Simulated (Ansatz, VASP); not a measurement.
## One calculation of MgCd2Se3, two programs

```
Mg Cd Se
1.0
     4.13385    0.00000    0.00000
    -2.06693    3.58002    0.00000
     0.00000    0.00000   20.23947
Mg Cd Se
2 4 6
Direct
  0.66667 0.33333 0.33333
  0.33333 0.66667 0.83333
  0.66667 0.33333 0.00000
  0.66667 0.33333 0.66667
  0.33333 0.66667 0.16667
  0.33333 0.66667 0.50000
  0.66667 0.33333 0.12500
  0.66667 0.33333 0.45833
  0.66667 0.33333 0.79167
  0.33333 0.66667 0.29167
  0.33333 0.66667 0.62500
  0.33333 0.66667 0.95833
```

Alike in both runs: task single point; functional PBE; k mesh 6 × 6 × 1; occupations gaussian, width 0.1 eV; no spin polarisation.

```csv
,VASP,Ansatz
version,VASP 6.6.1,Ansatz 0.2.0
potentials or method,"VASP PAW PBE potentials, release 64 (Mg, Cd, Se)","scalar-relativistic, plane waves, PAW"
plane-wave cutoff (eV),520,420
valence electrons in the cell,88,196
```

Ansatz gave:

```
gap on the k mesh at the Fermi level (eV)       : 1.38
least direct gap on the mesh (eV)               : 1.38
pressure (GPa)                                  : 9.2
largest component of the traceless stress (GPa) : 0.12
rms of the force components (eV/Å)              : 0.240
```

Task: Which values does VASP return?

Result: gap on the k mesh at the Fermi level (eV): 1.38; least direct gap on the mesh (eV): 1.38; pressure (GPa): 9.6; largest component of the traceless stress (GPa): 0.13; rms of the force components (eV/Å): 0.257.

Atom by atom the forces differ by 0.017 eV/Å (rms over components). The functional is the same, so the differences come from potentials, cutoffs and numerics. The two sets of potentials don't hold the same shells in valence.

A hybrid or GW would open this gap; PBE tends to underestimate it.
